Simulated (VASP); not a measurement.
Consider the following.

```xyz
3
Lattice="0.0000 2.9247 2.9247 2.9247 0.0000 2.9247 2.9247 2.9247 0.0000" Properties=species:S:1:pos:R:3 pbc="T T T"
Al     1.4624     1.4624     1.4624
Al     4.3871     4.3871     4.3871
Pt     0.0000     0.0000     0.0000
```

All values below come from vdW-DF-cx, VASP's PBE PAW potentials (set 64) (plane waves; VASP). Settings: 520 eV cut-off, 9×9×9 Γ-centred mesh, first-order Methfessel-Paxton smearing of 0.10 eV, potentials Al Pt.

Unless said otherwise, spin-orbit coupling is left out, though it shifts the bands of the heavy elements here.

**Question.** What does the run give for the energy per atom (σ→0), pressure, band gap (on the k-mesh) with the smallest direct gap where there is one?

**Answer.** 
The band gap (on the k-mesh) is none (metal, semimetal or under 0.01 eV), the energy per atom (σ→0) comes out as -3.944 eV/atom and the pressure is 4.44 GPa.

The absolute energy has meaning only against runs of the same code, potentials and settings.

The compound is PtAl2 in the fluorite structure. This cell is one point of a volume scan, at 0.97 of the reference volume.
